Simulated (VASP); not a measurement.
An input for Ansatz (written as the equivalent of a VASP run, and not itself run):

Ansatz 0.2 input:
```yaml
crystal:
  lattice:
    - [-2.9164173, 2.9164173, 2.9164173]
    - [2.9164173, -2.9164173, 2.9164173]
    - [2.9164173, 2.9164173, -2.9164173]
  atoms:
    - { symbol: Hg, position: [0.0000000, 0.0000000, 0.5000000] }
    - { symbol: Hg, position: [0.0000000, 0.5000000, 0.0000000] }
    - { symbol: Hg, position: [0.5000000, 0.5000000, 0.5000000] }
    - { symbol: Hg, position: [0.5000000, 0.0000000, 0.0000000] }
    - { symbol: Pt, position: [0.0000000, 0.0000000, 0.0000000] }
kpoints:
  mp_grid: { grid: [6, 6, 6] }
hamiltonian:
  xc: pbesol
  pseudopotentials: { kind: paw }
scf:
  occupations: { method: methfessel_paxton, width: 0.1 }
  max_iter: 100
relax:
  max_steps: 40
  f_tol: 0.01
  cell: { p_target: 30 }
output: { forces: true, stress: true, eigenvalues: true }
```

**Question.** Write the VASP files for the same calculation (PBEsol).

**Answer.** Several could match; the one computed here: 
POSCAR:
```
Hg4Pt
1.0
 -2.9164173362   2.9164173362   2.9164173362
  2.9164173362  -2.9164173362   2.9164173362
  2.9164173362   2.9164173362  -2.9164173362
Hg Pt
4 1
Cart
  1.4582086681   1.4582086681  -1.4582086681
  1.4582086681  -1.4582086681   1.4582086681
  1.4582086681   1.4582086681   1.4582086681
 -1.4582086681   1.4582086681   1.4582086681
  0.0000000000   0.0000000000   0.0000000000
```

KPOINTS:
```
Automatic mesh
0
G
  6 6 6
```

**INCAR**
```
SYSTEM = Hg4Pt
PREC = Accurate; ENCUT = 480; LREAL = F
LASPH = T
EDIFF = 1E-7; NELM = 100; ALGO = Normal
LMAXMIX = 6
ISMEAR = 1; SIGMA = 0.1
GGA = PS
IBRION = 2; NSW = 40; ISIF = 3
EDIFFG = -0.01; PSTRESS = 300
LWAVE = F; LCHARG = F
```

POTCAR, in this order: Hg Pt (PBE.64 set). Program: vasp_std.

What does not carry over: each code has its own PAW files, so the cut-off isn't converted (ENCUT is set for VASP's; basis.ecutwfc is left out, and Ansatz then takes the one that its files recommend); Ansatz stops its SCF on the density residual and VASP on the energy change (EDIFF).

The structure comes from a computed database's Hg4Pt entry (Im-3m); how it stands against other phases isn't given here. It was relaxed first under an external pressure of 30 GPa.
